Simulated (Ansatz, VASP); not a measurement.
# Cross-check of Ru (Ruthenium) between VASP and Ansatz

Aim: how closely do two programs agree when they are given the same cell, functional and k mesh? The cell is taken from a series of runs on this material, whose earlier steps may have relaxed, scaled, displaced or heated it; both programs get it as it stands.

Program: Ansatz 0.2.0. Level of theory: plane waves, with VASP 6.6.1 beside it; zone-centre phonons at LDA. Results are calculated unless marked as measured.

## 1. The starting structure

The structure is hexagonal, space group P6_3/mmc (No. 194). Conventional cell: a = 2.663 Å, b = 2.663 Å, c = 4.308 Å, α = 90.00°, β = 90.00°, γ = 120.00°. Nearest to Ru lie 12 Ru at 2.65 to 2.66 Å.

Structure file:

```xyz
2
Lattice="2.6630 0.0000 0.0000 -1.3315 2.3063 0.0000 0.0000 0.0000 4.3084" Properties=species:S:1:pos:R:3 pbc="T T T"
Ru    0.0000    1.5375    1.0771
Ru    1.3315    0.7688    3.2313
```

## 2. VASP: zone-centre phonons, LDA

Second derivatives magnify differences that forces hide, and they need a tight electronic threshold.

Lines of VASP's logs that name or quote its potential files are left out, and so is its time.

Contents of INCAR:

```
SYSTEM = Ru
PREC = Accurate
ENCUT = 500
EDIFF = 1E-08
NELM = 120
ISMEAR = 1
SIGMA = 0.2
LREAL = .FALSE.
ALGO = Normal
GGA = CA
NBANDS = 20
LASPH = .TRUE.
LORBIT = 11
LWAVE = .FALSE.
LCHARG = .FALSE.
ISIF = 2
IBRION = 8
GGA_COMPAT = .FALSE.
KPAR = 2
```

Contents of POSCAR:

```
Ru
1.0
    2.6630294102      0.0000000000      0.0000000000
   -1.3315147051      2.3062511202      0.0000000000
    0.0000000000      0.0000000000      4.3084287585
Ru
2
Direct
    0.3333333350      0.6666666650      0.2500000000
    0.6666666650      0.3333333350      0.7500000000
```

Contents of KPOINTS:

```
Automatic mesh
0
Gamma
18 18 12
0 0 0
```

Potentials, in the order of the species: Ru_pv (LDA family, release 64).

Started as:

```bash
> mpirun -np 2 vasp_std
```

Numbers of over 12 decimals in the logs are rounded to 6 here.

What it wrote:

```text
[banner, memory and clock lines left out]
running    2 mpi-ranks, on    1 nodes
 distrk:  each k-point on    1 cores,    2 groups
 distr:  one band on    1 cores,    1 groups

 POSCAR found type information on POSCAR Ru
 POSCAR found :  1 types and       2 ions
 LDA part: xc-table for (Slater(with rela. corr.)+CA(PZ))
 , standard interpolation
 POSCAR, INCAR and KPOINTS ok, starting setup
 FFT: planning ... GRIDC
 FFT: planning ... GRID_SOFT
 FFT: planning ... GRID
 WAVECAR not read
 entering main loop
       N       E                     dE             d eps       ncg     rms          rms(c)
DAV:   1     0.281385142629E+03    0.28139E+03   -0.17380E+04 10392   0.152E+03
DAV:   2    -0.168795600825E+02   -0.29826E+03   -0.28977E+03 10696   0.457E+02
DAV:   3    -0.227901264090E+02   -0.59106E+01   -0.58648E+01 11852   0.720E+01
DAV:   4    -0.228378350785E+02   -0.47709E-01   -0.47654E-01 13400   0.608E+00
DAV:   5    -0.228384641872E+02   -0.62911E-03   -0.62691E-03 11604   0.611E-01    0.196E+01
DAV:   6    -0.214700920491E+02    0.13684E+01   -0.32089E+00 11816   0.177E+01    0.528E+00
DAV:   7    -0.213841209766E+02    0.85971E-01   -0.51058E-01 11724   0.512E+00    0.112E+00
DAV:   8    -0.213739913973E+02    0.10130E-01   -0.24015E-02 11580   0.133E+00    0.357E-01
DAV:   9    -0.213731629364E+02    0.82846E-03   -0.13094E-03 11940   0.405E-01    0.318E-02
DAV:  10    -0.213731807503E+02   -0.17814E-04   -0.11396E-04 11588   0.109E-01    0.243E-02
DAV:  11    -0.213731783692E+02    0.23811E-05   -0.17875E-05 11712   0.411E-02    0.111E-03
DAV:  12    -0.213731783429E+02    0.26305E-07   -0.25302E-07 11880   0.458E-03    0.127E-03
DAV:  13    -0.213731783492E+02   -0.63183E-08   -0.55185E-09  7616   0.712E-04
   1 F= -.21373178E+02 E0= -.21373266E+02  d E =0.262058E-03
 Linear response reoptimize wavefunctions to high precision
DAV:   1    -0.213731783504E+02   -0.11887E-08   -0.28399E-10  7072   0.177E-04
DAV:   2    -0.213731783504E+02   -0.10459E-10   -0.21246E-11  6952   0.456E-05
 Linear response DOF=           2
 Linear response progress:
  Degree of freedom:   1/  2
       N       E                     dE             d eps       ncg     rms          rms(c)
RMM:   1    -0.503527564632E+00   -0.50353E+00    0.33074E+00 46372   0.593E+01
RMM:   2    -0.605060019129E+00   -0.10153E+00   -0.11646E-01 63559   0.287E+00    0.143E-01
RMM:   3    -0.603853267204E+00    0.12068E-02   -0.35776E-03 72891   0.491E-01    0.639E-02
RMM:   4    -0.602622813289E+00    0.12305E-02   -0.47480E-04 72746   0.169E-01    0.238E-02
RMM:   5    -0.602450489380E+00    0.17232E-03   -0.72625E-05 88581   0.430E-02    0.993E-03
RMM:   6    -0.602365848552E+00    0.84641E-04   -0.71578E-05 78758   0.128E-02    0.559E-03
RMM:   7    -0.602360996515E+00    0.48520E-05   -0.48248E-05 78646   0.720E-03    0.736E-04
RMM:   8    -0.602380052408E+00   -0.19056E-04   -0.32010E-05 96171   0.246E-03    0.347E-04
RMM:   9    -0.602388614422E+00   -0.85620E-05   -0.15673E-05 85434   0.106E-03    0.618E-05
RMM:  10    -0.602388718542E+00   -0.10412E-06   -0.89603E-06 98610   0.579E-04    0.201E-05
RMM:  11    -0.602389164008E+00   -0.44547E-06   -0.46227E-06 86977   0.357E-04    0.787E-06
RMM:  12    -0.602389160948E+00    0.30599E-08   -0.28725E-06 98327   0.254E-04    0.381E-06
RMM:  13    -0.602389130203E+00    0.30745E-07   -0.16677E-06100362   0.201E-04    0.150E-06
RMM:  14    -0.602389170881E+00   -0.40678E-07   -0.11108E-06 93867   0.174E-04    0.588E-07
RMM:  15    -0.602389184384E+00   -0.13503E-07   -0.70929E-07 99099   0.158E-04    0.409E-07
RMM:  16    -0.602389198503E+00   -0.14119E-07   -0.51452E-07 92992   0.148E-04    0.192E-07
RMM:  17    -0.602389198176E+00    0.32711E-09   -0.35671E-07 77318   0.142E-04    0.305E-07
RMM:  18    -0.602389199057E+00   -0.88118E-09   -0.28966E-07 75055   0.139E-04    0.376E-07
RMM:  19    -0.602389188307E+00    0.10750E-07   -0.21876E-07 85503   0.137E-04    0.917E-07
RMM:  20    -0.602389202395E+00   -0.14087E-07   -0.19389E-07 82425   0.136E-04    0.382E-07
RMM:  21    -0.602389205668E+00   -0.32731E-08   -0.16019E-07 78546   0.134E-04    0.298E-07
RMM:  22    -0.602389205654E+00    0.13847E-10   -0.14738E-07 74161   0.134E-04    0.319E-07
RMM:  23    -0.602389205717E+00   -0.63550E-10   -0.12933E-07 73426   0.134E-04    0.337E-07
 first order change of Fermi-energy  -0.43023E-05
 force on displaced ion       1 direction 1 :  -7.556   0.001   0.000
 Linear response progress:
  Degree of freedom:   2/  2
       N       E                     dE             d eps       ncg     rms          rms(c)
RMM:   1    -0.624414007467E+00   -0.62441E+00    0.38777E+00 15976   0.601E+01
RMM:   2    -0.738455633595E+00   -0.11404E+00   -0.13271E-01 22049   0.302E+00    0.140E-01
RMM:   3    -0.738502807787E+00   -0.47174E-04   -0.27403E-03 25196   0.467E-01    0.705E-02
RMM:   4    -0.737852981905E+00    0.64983E-03   -0.54931E-04 24614   0.162E-01    0.207E-02
RMM:   5    -0.737710936233E+00    0.14205E-03    0.10611E-05 29436   0.511E-02    0.131E-02
RMM:   6    -0.737644179642E+00    0.66757E-04   -0.24090E-05 26950   0.161E-02    0.932E-03
RMM:   7    -0.737614784823E+00    0.29395E-04   -0.16505E-05 25697   0.963E-03    0.306E-03
RMM:   8    -0.737604988450E+00    0.97964E-05    0.28478E-06 27361   0.413E-03    0.660E-04
RMM:   9    -0.737612929968E+00   -0.79415E-05   -0.70219E-06 28699   0.195E-03    0.113E-04
RMM:  10    -0.737613030468E+00   -0.10050E-06    0.41776E-06 30583   0.902E-04    0.523E-05
RMM:  11    -0.737614249992E+00   -0.12195E-05    0.74379E-07 30665   0.402E-04    0.118E-05
RMM:  12    -0.737614610828E+00   -0.36084E-06   -0.19559E-06 30647   0.273E-04    0.553E-06
RMM:  13    -0.737614508957E+00    0.10187E-06    0.37879E-08 32699   0.210E-04    0.148E-06
RMM:  14    -0.737614671434E+00   -0.16248E-06   -0.14369E-06 34180   0.175E-04    0.827E-07
RMM:  15    -0.737614516801E+00    0.15463E-06    0.19390E-07 33024   0.157E-04    0.713E-07
RMM:  16    -0.737614588528E+00   -0.71728E-07   -0.29309E-07 31899   0.148E-04    0.405E-07
RMM:  17    -0.737614569714E+00    0.18815E-07   -0.91001E-08 29610   0.141E-04    0.617E-07
RMM:  18    -0.737614576288E+00   -0.65748E-08   -0.10567E-07 26770   0.136E-04    0.477E-07
RMM:  19    -0.737614595293E+00   -0.19005E-07   -0.29124E-07 24028   0.134E-04    0.731E-07
RMM:  20    -0.737614574425E+00    0.20868E-07   -0.92964E-08 24055   0.132E-04    0.856E-07
RMM:  21    -0.737614569229E+00    0.51963E-08    0.14861E-08 25818   0.131E-04    0.675E-07
 first order change of Fermi-energy   0.78654E-04
 force on displaced ion       1 direction 3 :   0.000  -0.000 -11.805
 Linear response finished
```

From OUTCAR (step 2):

```text
ion  position               nearest neighbor table
   1  0.333  0.667  0.250-   2 2.65   2 2.65   2 2.65   2 2.65   2 2.65   2 2.65
   2  0.667  0.333  0.750-   1 2.65   1 2.65   1 2.65   1 2.65   1 2.65   1 2.65

  LATTYP: Found a hexagonal cell.
 ALAT       =     2.6630294102
 C/A-ratio  =     1.6178675091

 Subroutine GETGRP returns: Found 24 space group operations
 (whereof 12 operations were pure point group operations)

The static configuration has the point symmetry D_3d.
 The point group associated with its full space group is D_6h.

 Found    259 irreducible k-points:

   k-points           NKPTS =    259   k-points in BZ     NKDIM =    259   number of bands    NBANDS=     20

   dimension x,y,z NGX =    20 NGY =   20 NGZ =   32
   dimension x,y,z NGXF=    40 NGYF=   40 NGZF=   64

   ENCUT  =  500.0 eV  36.75 Ry    6.06 a.u.   4.86  4.86  7.86*2*pi/ulx,y,z

   NELECT =      28.0000    total number of electrons

 k-points in reciprocal lattice and weights: Automatic mesh
   0.00000000  0.00000000  0.00000000       0.000
   0.05555556  0.00000000  0.00000000       0.002
   0.11111111  0.00000000  0.00000000       0.002
   0.16666667  0.00000000  0.00000000       0.002
   0.22222222  0.00000000  0.00000000       0.002
   0.27777778  0.00000000  0.00000000       0.002
   0.33333333  0.00000000  0.00000000       0.002
   0.38888889  0.00000000  0.00000000       0.002
   0.44444444  0.00000000  0.00000000       0.002
[...]
0.33333333  0.27777778  0.50000000       0.003
   0.33333333  0.33333333  0.50000000       0.001

 average (electrostatic) potential at core
       1 -67.0108       2 -67.0108

  Total        0.1455008      0.1455008     -1.8364399      0.0000000      0.0000000      0.0000000
  in kB        8.8099724      8.8099724   -111.1951434      0.0000000      0.0000000      0.0000000
  external PRESSURE =     -31.1917329 kB  Pullay stress =       0.0000000 kB

  energy-cutoff  :      500.00
  volume of cell :       26.46
      direct lattice vectors                 reciprocal lattice vectors
     2.663029410  0.000000000  0.000000000     0.375512188  0.216802063  0.000000000
    -1.331514705  2.306251120  0.000000000     0.000000000  0.433604125  0.000000000
     0.000000000  0.000000000  4.308428758     0.000000000  0.000000000  0.232103176

 POSITION                                       TOTAL-FORCE (eV/Angst)
 -----------------------------------------------------------------------------------
      0.00000      1.53750      1.07711         0.000000     -0.000000      0.000000
      1.33151      0.76875      3.23132        -0.000000      0.000000      0.000000
 -----------------------------------------------------------------------------------
    total drift:                               -0.000002      0.000001     -0.000000

 Eigenvectors and eigenvalues of the dynamical matrix
 ----------------------------------------------------

   1 f  =    7.555999 THz    47.475742 2PiTHz  252.040998 cm-1    31.249087 meV
             X         Y         Z           dx          dy          dz
      0.000000  1.537501  1.077107    -0.000000    0.000000   -0.707107
      1.331515  0.768750  3.231322     0.000000    0.000000    0.707107

   2 f  =    6.045151 THz    37.982806 2PiTHz  201.644542 cm-1    25.000726 meV
             X         Y         Z           dx          dy          dz
      0.000000  1.537501  1.077107     0.707107    0.000000   -0.000000
      1.331515  0.768750  3.231322    -0.707107   -0.000000    0.000000

   3 f  =    6.045151 THz    37.982806 2PiTHz  201.644542 cm-1    25.000726 meV
             X         Y         Z           dx          dy          dz
      0.000000  1.537501  1.077107    -0.000000    0.707107    0.000000
      1.331515  0.768750  3.231322    -0.000000   -0.707107    0.000000

   4 f  =    0.000000 THz     0.000000 2PiTHz    0.000000 cm-1     0.000000 meV
             X         Y         Z           dx          dy          dz
      0.000000  1.537501  1.077107    -0.000000    0.707107    0.000000
      1.331515  0.768750  3.231322    -0.000000    0.707107    0.000000

   5 f  =    0.000000 THz     0.000000 2PiTHz    0.000000 cm-1     0.000000 meV
             X         Y         Z           dx          dy          dz
      0.000000  1.537501  1.077107     0.000000    0.000000    0.707107
      1.331515  0.768750  3.231322    -0.000000    0.000000    0.707107

   6 f/i=    0.000000 THz     0.000000 2PiTHz    0.000000 cm-1     0.000000 meV
             X         Y         Z           dx          dy          dz
      0.000000  1.537501  1.077107    -0.707107   -0.000000   -0.000000
      1.331515  0.768750  3.231322    -0.707107   -0.000000    0.000000

 ELASTIC MODULI CONTR FROM IONIC RELAXATION (kBar)
 Direction    XX          YY          ZZ          XY          YZ          ZX
 --------------------------------------------------------------------------------
 XX         -67.3110     67.3110      0.0000      0.0000      0.0000      0.0000
 YY          67.3110    -67.3110      0.0000     -0.0000     -0.0000      0.0000
 ZZ           0.0000      0.0000      0.0000      0.0000      0.0000      0.0000
 XY           0.0000     -0.0000      0.0000    -67.3110      0.0000      0.0000
 YZ           0.0000     -0.0000      0.0000      0.0000     -0.0000      0.0000
 ZX           0.0000      0.0000      0.0000      0.0000      0.0000      0.0000
 --------------------------------------------------------------------------------
```

(Part 1 of 2 ends here.)

[Lines on the potential files, build, host, timing and source positions are cut from VASP's logs without a mark.]

[Logs are printed without paths, hosts, clocks, repeated set-up lines and the standing remarks that a program may print on its own settings, such as how far it seeks lower states.]

[Hosts, paths, dates, database ids (printed as entryN), source tags and the programs' standing remarks are cut or masked in the printed files.]
